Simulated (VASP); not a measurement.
Here is a VASP 6.6.1 calculation.

Contents of INCAR:

```
PREC = Accurate
ENCUT = 600
EDIFF = 1E-6
ISMEAR = 0
SIGMA = 0.1
LREAL = F
LASPH = T
NELM = 80
ALGO = Fast
ISIF = 3
LWAVE = F
LCHARG = F
GGA = PE
IBRION = 2
NSW = 100
EDIFFG = -0.01
```

File KPOINTS:

```
regular mesh
0
Gamma
  6 6 6
```

POSCAR

```
Li3SiP2
1.0
    4.0786946486      2.3548354533      2.4294226272
   -4.0786946486      2.3548354533      2.4294226272
    0.0000000000     -4.7096709066      2.4294226272
Li Si P
3 1 2
Direct
    0.5000000000      0.5000000000      0.0000000000
    0.5000000000      0.0000000000      0.5000000000
    0.0000000000      0.5000000000      0.5000000000
    0.0000000000      0.0000000000      0.0000000000
    0.7072740233      0.7072740233      0.7072740233
    0.2927259767      0.2927259767      0.2927259767
```

Potentials or basis: VASP PAW PBE potentials, release 64 (Li_sv, Si, P).

Launch:

```sh
$ cat potpaw_PBE.64/Li_sv/POTCAR potpaw_PBE.64/Si/POTCAR potpaw_PBE.64/P/POTCAR > POTCAR
$ mpirun -np 1 vasp_std > vasp.out
```

Task: What does it give for the space group after relaxing (to 0.05 Å)?

Result: R-3m (No. 166).

Task: Estimate the relaxed volume.

Result: 23.50 Å³/atom.

Step by step:
```tsv
step	energy change (eV)	largest force (eV/Å)	pressure (GPa)	volume (Å³)
1	0.0000	0.0591	0.07	140.00
2	-0.0010	0.0581	0.19	140.20
3	-0.0010	0.0349	0.17	140.16
4	-0.0014	0.0172	0.05	140.70
5	-0.0015	0.0079	-0.01	140.98
```

Caveat: the cutoff is under 1.25 times the usual one of these potentials, so pressure, stress and relaxed cells hold a basis-set (Pulay) error.
